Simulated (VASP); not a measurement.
OSZICAR of a VASP run on Bi2Te3 (tetradymite):

### OSZICAR
```
       N       E                     dE             d eps       ncg     rms          rms(c)
DAV:   1     0.141852881783E+04    0.14185E+04   -0.61767E+04   860   0.154E+03
DAV:   2     0.124185021465E+03   -0.12943E+04   -0.12582E+04   932   0.407E+02
DAV:   3    -0.453562240575E+02   -0.16954E+03   -0.16328E+03  1020   0.170E+02
DAV:   4    -0.552250444788E+02   -0.98688E+01   -0.97201E+01   994   0.411E+01
DAV:   5    -0.557942215960E+02   -0.56918E+00   -0.56755E+00  1272   0.947E+00    0.134E+01
DAV:   6    -0.549577298058E+02    0.83649E+00   -0.18370E+00  1032   0.511E+00    0.103E+01
DAV:   7    -0.550279422875E+02   -0.70212E-01   -0.12183E+00  1048   0.301E+00    0.278E+00
DAV:   8    -0.550014357248E+02    0.26507E-01   -0.20568E-01   972   0.159E+00    0.137E+00
DAV:   9    -0.549966126580E+02    0.48231E-02   -0.33167E-02  1016   0.576E-01    0.953E-01
DAV:  10    -0.549977796294E+02   -0.11670E-02   -0.70970E-03   976   0.317E-01    0.369E-01
DAV:  11    -0.549974761506E+02    0.30348E-03   -0.22429E-03  1040   0.171E-01    0.155E-01
DAV:  12    -0.549975639778E+02   -0.87827E-04   -0.92315E-04  1086   0.674E-02    0.144E-01
DAV:  13    -0.549975500942E+02    0.13884E-04   -0.76288E-05   984   0.267E-02    0.453E-02
DAV:  14    -0.549975307941E+02    0.19300E-04   -0.35985E-05   914   0.174E-02    0.125E-02
DAV:  15    -0.549975292733E+02    0.15208E-05   -0.24761E-05   888   0.113E-02    0.747E-03
DAV:  16    -0.549975293173E+02   -0.44043E-07   -0.15712E-06   602   0.478E-03
   1 F= -.61735008E+02 E0= -.61735007E+02  d E =-.617350E+02
       N       E                     dE             d eps       ncg     rms          rms(c)
DAV:   1    -0.549988111828E+02   -0.12819E-02   -0.15680E-01   944   0.118E+00    0.836E-02
DAV:   2    -0.549993794632E+02   -0.56828E-03   -0.63683E-03  1168   0.356E-01    0.498E-02
DAV:   3    -0.549993653481E+02    0.14115E-04   -0.12867E-04  1112   0.526E-02    0.307E-02
DAV:   4    -0.549993542813E+02    0.11067E-04   -0.17663E-05  1080   0.236E-02    0.160E-02
DAV:   5    -0.549993490035E+02    0.52778E-05   -0.15201E-05  1088   0.231E-02    0.780E-03
DAV:   6    -0.549993489037E+02    0.99782E-07   -0.24636E-06   570   0.111E-02
   2 F= -.61735848E+02 E0= -.61735848E+02  d E =-.840565E-03
       N       E                     dE             d eps       ncg     rms          rms(c)
DAV:   1    -0.549999902955E+02   -0.64129E-03   -0.10762E-01   944   0.973E-01    0.712E-02
DAV:   2    -0.550003764474E+02   -0.38615E-03   -0.43749E-03  1168   0.296E-01    0.401E-02
DAV:   3    -0.550003676054E+02    0.88420E-05   -0.94907E-05  1090   0.442E-02    0.255E-02
DAV:   4    -0.550003607622E+02    0.68432E-05   -0.10981E-05   992   0.183E-02    0.142E-02
DAV:   5    -0.550003566806E+02    0.40816E-05   -0.10701E-05  1012   0.192E-02    0.624E-03
DAV:   6    -0.550003565526E+02    0.12798E-06   -0.17463E-06   520   0.923E-03
   3 F= -.61736043E+02 E0= -.61736043E+02  d E =-.103552E-02
       N       E                     dE             d eps       ncg     rms          rms(c)
DAV:   1    -0.549904478667E+02    0.99088E-02   -0.23102E-01  1062   0.301E+00    0.455E-01
DAV:   2    -0.549850044978E+02    0.54434E-02   -0.12696E-02  1098   0.789E-01    0.192E-01
DAV:   3    -0.549836795949E+02    0.13249E-02   -0.46785E-03  1128   0.429E-01    0.486E-02
DAV:   4    -0.549836932996E+02   -0.13705E-04   -0.21888E-04  1032   0.704E-02    0.396E-02
DAV:   5    -0.549837057519E+02   -0.12452E-04   -0.35619E-05  1028   0.295E-02    0.187E-02
DAV:   6    -0.549837125151E+02   -0.67631E-05   -0.11718E-05  1008   0.148E-02    0.344E-03
DAV:   7    -0.549837100715E+02    0.24436E-05   -0.10541E-06   490   0.803E-03    0.279E-03
DAV:   8    -0.549837087899E+02    0.12816E-05   -0.48483E-07   484   0.325E-03    0.108E-03
DAV:   9    -0.549837089399E+02   -0.14997E-06   -0.86505E-08   472   0.176E-03
   4 F= -.61736370E+02 E0= -.61736369E+02  d E =-.326671E-03
       N       E                     dE             d eps       ncg     rms          rms(c)
DAV:   1    -0.549851717717E+02   -0.14630E-02   -0.16043E-03  1074   0.252E-01    0.378E-02
DAV:   2    -0.549851366444E+02    0.35127E-04   -0.87567E-05  1104   0.660E-02    0.160E-02
DAV:   3    -0.549851265521E+02    0.10092E-04   -0.32385E-05  1116   0.356E-02    0.403E-03
DAV:   4    -0.549851253371E+02    0.12150E-05   -0.11240E-06   484   0.554E-03    0.287E-03
DAV:   5    -0.549851236181E+02    0.17190E-05   -0.45172E-07   484   0.377E-03    0.110E-03
DAV:   6    -0.549851234694E+02    0.14878E-06   -0.22595E-07   484   0.283E-03
   5 F= -.61736372E+02 E0= -.61736372E+02  d E =-.329118E-03
```

Task: Which electronic solver shows in the log?

Result: It is blocked Davidson (ALGO = Normal, or the opening steps of other solvers). The INCAR had ALGO = Normal.

Task: Can the final energy be trusted as converged?

Result: The run converged. It stopped with EDIFF = 1E-6, NELM = 100, NSW = 60 and EDIFFG = -0.02 after 5 ionic steps (PBE GGA with D3 dispersion (Becke-Johnson damping), plane waves, VASP's PBE PAW potentials (set 64)).

The compound is Bi2Te3 in the tetradymite structure. This run relaxes it. Symmetry was kept, so distortions that lower it aren't found. The start is the result of an earlier pass.
